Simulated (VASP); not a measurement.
Consider the following.

```
CELL_PARAMETERS angstrom
      0.00000     2.04000     2.04000
      2.04000     0.00000     2.04000
      2.04000     2.04000     0.00000
ATOMIC_POSITIONS crystal
  Au 0.00000 0.00000 0.00000
```

The numbers are results of PBE GGA, VASP's PBE PAW potentials (set 64) (plane waves; VASP), not measurements. Settings: PREC = Single, 400 eV cut-off, 14×14×14 Γ-centred mesh, first-order Methfessel-Paxton smearing of 0.10 eV, potentials Au.

### Question
Give the stress tensor in GPa (positive for a compressed cell).

### Answer

```
9.08  0.00  0.00
0.00  9.08  0.00
0.00  0.00  9.08
```
The pressure is its mean diagonal, 9.08 GPa.

The compound is Au in the fcc structure. The cell was not relaxed at this level. The run is one of a series of settings (PREC = Single against the base run), some of them coarse on purpose.
